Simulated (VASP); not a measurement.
Set up this calculation in VASP 6.6.1, as the native input.

- Task: relaxation of the atoms
- Functional: PBE
- Potentials or basis: VASP PAW PBE potentials, release 64 (Zr_sv_GW, F_GW)
- Cutoff: 900 eV
- k mesh: 10 × 10 × 1
- Occupations: fermi-dirac, width 0.05 eV
- Spin: no spin polarisation
- Dipole correction: yes
- Atoms held fixed (from 0): [0]
- Further INCAR settings: ALGO = Normal; EDIFF = 1e-07; IBRION = 2; EDIFFG = -0.01; NSW = 60

The structure of ZrF2 lies in POSCAR:

```
ZrF2
1.0
    2.9887600000      0.0000000000      0.0000000000
   -1.4943800000      2.5883400000      0.0000000000
    0.0000000000      0.0000000000     29.7132000000
Zr F
1 2
Selective dynamics
Direct
    0.0000000000      0.0000000000      0.2692400000  F F F
    0.6666700000      0.3333300000      0.2193600000  T T T
    0.3333300000      0.6666700000      0.3191200000  T T T
```

The cell was built by a generator and needn't be a form met in nature.

These files were run (other wordings do the same):

INCAR

```
SYSTEM = ZrF2
  ALGO = Normal
  DIPOL = 0.5 0.5 0.269
  EDIFF = 1E-7
  EDIFFG = -0.01
  ENCUT = 900
  GGA = PE
  IBRION = 2
  IDIPOL = 3
  ISIF = 2
  ISMEAR = -1
  LASPH = .True.
  LCHARG = .False.
  LDIPOL = .True.
  LREAL = .False.
  LWAVE = .False.
  NELM = 60
  NSW = 60
  PREC = Accurate
  SIGMA = 0.05
```

KPOINTS

```
k-points
0
Gamma
  10 10 1
  0 0 0
```

Potentials or basis: VASP PAW PBE potentials, release 64 (Zr_sv_GW, F_GW).

Command:

```bash
$ cat potpaw_PBE.64/Zr_sv_GW/POTCAR potpaw_PBE.64/F_GW/POTCAR > POTCAR
$ mpirun -np 1 vasp_std > vasp.out
```

It gave:

The energy gained by relaxing is 0.0 meV/atom and the ionic steps are 2. The band gap on the k mesh is none (metal or under the smearing width).

It took 6.9 min on 1 thread of AMD EPYC 9R45 96-Core Processor (Zen 5), on a shared host, peak memory 0.79 GiB.
